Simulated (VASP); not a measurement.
Level of theory: PBE GGA, VASP's PBE PAW potentials (set 64) (plane waves; VASP).

VASP input:

File KPOINTS:
```
Automatic mesh
0
Gamma
10 10 10
0 0 0
```

**INCAR**
```
SYSTEM = BAs
PREC = Accurate; ENCUT = 600; LREAL = .FALSE.
LASPH = .TRUE.
EDIFF = 1E-7; NELM = 100; ALGO = Normal
LMAXMIX = 4
ISMEAR = 0; SIGMA = 0.05
GGA = PE
IBRION = 2; NSW = 40; ISIF = 3
EDIFFG = -0.01; PSTRESS = 100
LWAVE = .FALSE.; LCHARG = .FALSE.
```

File POSCAR:
```
BAs
1.0
  0.0000000000   2.4082175096   2.4082175096
  2.4082175096   0.0000000000   2.4082175096
  2.4082175096   2.4082175096   0.0000000000
B As
1 1
Cart
  0.0000000000   0.0000000000   0.0000000000
  1.2041087548   1.2041087548   1.2041087548
```

POTCAR, in this order: B As (PBE.64 set). Program: vasp_std.

The run wrote:

OUTCAR:
```
 ion  position               nearest neighbor table
   1  0.000  0.000  0.000-   2 2.09   2 2.09   2 2.09   2 2.09
   2  0.250  0.250  0.250-   1 2.09   1 2.09   1 2.09   1 2.09
  LATTYP: Found a face centered cubic cell.
 ALAT       =     4.8164350192
 Subroutine PRICEL returns:
 Original cell was already a primitive cell.
 Subroutine GETGRP returns: Found 24 space group operations
The static configuration has the point symmetry T_d .
The dynamic configuration has the point symmetry T_d .
 Subroutine INISYM returns: Found 24 space group operations
 Subroutine IBZKPT returns following result:
 Found     47 irreducible k-points:

 Following reciprocal coordinates:
            Coordinates               Weight
  0.000000  0.000000  0.000000      1.000000
  0.100000  0.000000  0.000000      8.000000
  0.200000  0.000000  0.000000      8.000000
  0.300000  0.000000  0.000000      8.000000
  0.400000  0.000000  0.000000      8.000000
  0.500000  0.000000  0.000000      4.000000
  0.100000  0.100000  0.000000      6.000000
  0.200000  0.100000  0.000000     24.000000
  0.300000  0.100000  0.000000     24.000000
  0.400000  0.100000  0.000000     24.000000
  0.500000  0.100000  0.000000     24.000000
 -0.400000  0.100000  0.000000     24.000000
 -0.300000  0.100000  0.000000     24.000000
 -0.200000  0.100000  0.000000     24.000000
 -0.100000  0.100000  0.000000     12.000000
  0.200000  0.200000  0.000000      6.000000
  0.300000  0.200000  0.000000     24.000000
  0.400000  0.200000  0.000000     24.000000
  0.500000  0.200000  0.000000     24.000000
 -0.400000  0.200000  0.000000     24.000000
 -0.300000  0.200000  0.000000     24.000000
 -0.200000  0.200000  0.000000     12.000000
  0.300000  0.300000  0.000000      6.000000
  0.400000  0.300000  0.000000     24.000000
...
```

### OSZICAR
```
       N       E                     dE             d eps       ncg     rms          rms(c)
DAV:   1     0.153208589176E+02    0.15321E+02   -0.42120E+03   752   0.979E+02
DAV:   2    -0.116143283693E+02   -0.26935E+02   -0.26025E+02  1144   0.113E+02
DAV:   3    -0.120064998004E+02   -0.39217E+00   -0.39217E+00   872   0.181E+01
DAV:   4    -0.120071863314E+02   -0.68653E-03   -0.68653E-03  1104   0.784E-01
DAV:   5    -0.120071865852E+02   -0.25382E-06   -0.25382E-06   864   0.116E-02    0.477E+00
DAV:   6    -0.114738216061E+02    0.53336E+00   -0.17533E+00   784   0.678E+00    0.236E+00
DAV:   7    -0.114205812163E+02    0.53240E-01   -0.18759E-01  1064   0.264E+00    0.939E-01
DAV:   8    -0.114140233483E+02    0.65579E-02   -0.21243E-02   816   0.102E+00    0.112E-01
DAV:   9    -0.114143401258E+02   -0.31678E-03   -0.61326E-04   960   0.198E-01    0.632E-02
DAV:  10    -0.114145253554E+02   -0.18523E-03   -0.29571E-04   872   0.127E-01    0.160E-02
DAV:  11    -0.114145312284E+02   -0.58730E-05   -0.11797E-05  1144   0.269E-02    0.131E-02
DAV:  12    -0.114145309114E+02    0.31709E-06   -0.25371E-06   808   0.112E-02    0.215E-03
DAV:  13    -0.114145309199E+02   -0.85105E-08   -0.76887E-08   672   0.228E-03
   1 F= -.96710928E+01 E0= -.96710928E+01  d E =-.967109E+01
       N       E                     dE             d eps       ncg     rms          rms(c)
DAV:   1    -0.113555894607E+02    0.58941E-01   -0.50372E+00   864   0.181E+01    0.232E+00
DAV:   2    -0.112450877907E+02    0.11050E+00   -0.15573E-01   824   0.255E+00    0.110E+00
DAV:   3    -0.112072305710E+02    0.37857E-01   -0.81286E-02   808   0.160E+00    0.451E-01
DAV:   4    -0.112053237511E+02    0.19068E-02   -0.34663E-03   976   0.412E-01    0.237E-01
DAV:   5    -0.112051448365E+02    0.17891E-03   -0.34332E-04   960   0.132E-01    0.109E-01
DAV:   6    -0.112051434311E+02    0.14054E-05   -0.15435E-05   864   0.305E-02    0.526E-03
DAV:   7    -0.112051432033E+02    0.22782E-06   -0.10273E-06  1072   0.635E-03    0.361E-03
DAV:   8    -0.112051429038E+02    0.29952E-06   -0.18150E-07   888   0.327E-03    0.111E-03
DAV:   9    -0.112051429391E+02   -0.35334E-07   -0.21267E-09   376   0.423E-04
   2 F= -.96726028E+01 E0= -.96726028E+01  d E =-.151004E-02
       N       E                     dE             d eps       ncg     rms          rms(c)
DAV:   1    -0.113987222934E+02   -0.19358E+00   -0.11331E+00   888   0.820E+00    0.106E+00
DAV:   2    -0.113721290325E+02    0.26593E-01   -0.42348E-02   776   0.131E+00    0.521E-01
DAV:   3    -0.113635238420E+02    0.86052E-02   -0.18610E-02   840   0.765E-01    0.163E-01
DAV:   4    -0.113629575132E+02    0.56633E-03   -0.10180E-03   928   0.216E-01    0.902E-02
DAV:   5    -0.113629199230E+02    0.37590E-04   -0.68926E-05   968   0.583E-02    0.484E-02
DAV:   6    -0.113629199712E+02   -0.48212E-07   -0.46103E-06   872   0.158E-02    0.140E-03
DAV:   7    -0.113629201085E+02   -0.13733E-06   -0.30147E-07   888   0.349E-03    0.173E-03
DAV:   8    -0.113629203007E+02   -0.19216E-06   -0.53829E-08   584   0.187E-03    0.579E-04
DAV:   9    -0.113629202728E+02    0.27873E-07   -0.13971E-09   376   0.321E-04
   3 F= -.97300225E+01 E0= -.97300225E+01  d E =-.589297E-01
```

### OUTCAR
```
------------------------ aborting loop because EDIFF is reached ----------------------------------------
  FORCE on cell =-STRESS in cart. coord.  units (eV):
  Direction    XX          YY          ZZ          XY          YZ          ZX
  --------------------------------------------------------------------------------------
  Total        1.6159535      1.6159535      1.6159535      0.0000000      0.0000000     -0.0000000
  in kB       98.9623191     98.9623191     98.9623191      0.0000000      0.0000000     -0.0000000
  external PRESSURE =      -1.0376809 kB  Pullay stress =     100.0000000 kB
  volume of cell :       26.16
      direct lattice vectors                 reciprocal lattice vectors
    -0.000000000  2.356205674  2.356205674    -0.212205584  0.212205584  0.212205584
     2.356205674  0.000000000  2.356205674     0.212205584 -0.212205584  0.212205584
     2.356205674  2.356205674  0.000000000     0.212205584  0.212205584 -0.212205584
  FREE ENERGIE OF THE ION-ELECTRON SYSTEM (eV)
  ---------------------------------------------------
  free  energy   TOTEN  =       -11.3629202728 eV

  energy  without entropy=      -11.3629202728  energy(sigma->0) =      -11.36292027
  enthalpy is  TOTEN    =        -9.7300224668 eV   P V=        1.6328978060

 reached required accuracy - stopping structural energy minimisation
```
(Selected blocks of OUTCAR.)

CONTCAR:
```
BAs
   1.00000000000000
    -0.0000000000000000    2.3562056736108792    2.3562056736108792
     2.3562056736108792    0.0000000000000000    2.3562056736108792
     2.3562056736108792    2.3562056736108792    0.0000000000000000
  B               As
     1     1
Direct
     0.0000000000000000    0.0000000000000000    0.0000000000000000
     0.2500000000000000    0.2500000000000000    0.2500000000000000
```

OUTCAR:
```
 val. band max:        6.5843326214   @ k =   0.0000   0.0000   0.0000

 cond. band min:       7.7170911607   @ k =   0.4000   0.4000   0.0000


 Fermi energy:         6.7986805469

 k-point     1 :       0.0000    0.0000    0.0000
  band No.  band energies     occupation
      1      -9.1962      2.00000
      2       6.5843      2.00000
      3       6.5843      2.00000
      4       6.5843      2.00000
      5       9.9135      0.00000
      6       9.9135      0.00000
      7       9.9135      0.00000
      8      11.7972      0.00000

 k-point     2 :       0.1000    0.0000    0.0000
  band No.  band energies     occupation
      1      -9.0257      2.00000
      2       5.1627      2.00000
      3       6.2682      2.00000
      4       6.2682      2.00000
      5      10.1408      0.00000
      6      10.3285      0.00000
      7      10.3285      0.00000
      8      12.5826      0.00000

 k-point     3 :       0.2000    0.0000    0.0000
  band No.  band energies     occupation
      1      -8.5223      2.00000
      2       2.7297      2.00000
      3       5.6700      2.00000
      4       5.6700      2.00000
      5       9.9949      0.00000
      6      11.0673      0.00000
      7      11.0673      0.00000
      8      14.1050      0.00000

 k-point     4 :       0.3000    0.0000    0.0000
  band No.  band energies     occupation
      1      -7.7206      2.00000
      2       0.3591      2.00000
      3       5.1435      2.00000
      4       5.1435      2.00000
      5       9.7487      0.00000
      6      11.4592      0.00000
      7      11.4592      0.00000
      8      15.2514      0.00000

 k-point     5 :       0.4000    0.0000    0.0000
  band No.  band energies     occupation
      1      -6.7512      2.00000
      2      -1.5969      2.00000
      3       4.8066      2.00000
      4       4.8066      2.00000
      5       9.5788      0.00000
      6      11.4601      0.00000
      7      11.4601      0.00000
...
```

Energy and stress use the plane-wave basis of the starting cell.

The compound is BAs in the zinc blende structure. This run relaxes it under an external pressure of 10 GPa. Symmetry was kept, so distortions that lower it aren't found.
